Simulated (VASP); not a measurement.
Here is the system:

```
CELL_PARAMETERS angstrom
      0.00000     2.66038     2.66038
      2.66038     0.00000     2.66038
      2.66038     2.66038     0.00000
ATOMIC_POSITIONS crystal
  Ag 0.00000 0.00000 0.00000
  Cl 0.50000 0.50000 0.50000
```

Computed with PBE GGA, VASP's PBE PAW potentials (set 64) (plane waves; VASP 6.6.1). Run with 500 eV cut-off, 9×9×9 Γ-centred mesh, Gaussian smearing of 0.050 eV, potentials Ag Cl.

Question: What does the run give for the energy per atom (σ→0), pressure?

Answer: 
The energy per atom (σ→0) is -2.614 eV/atom and the pressure is 10.01 GPa.

Only differences to runs with the same potentials and settings are physical.

The compound is AgCl in the rock salt structure. It was relaxed first under an external pressure of 10 GPa.
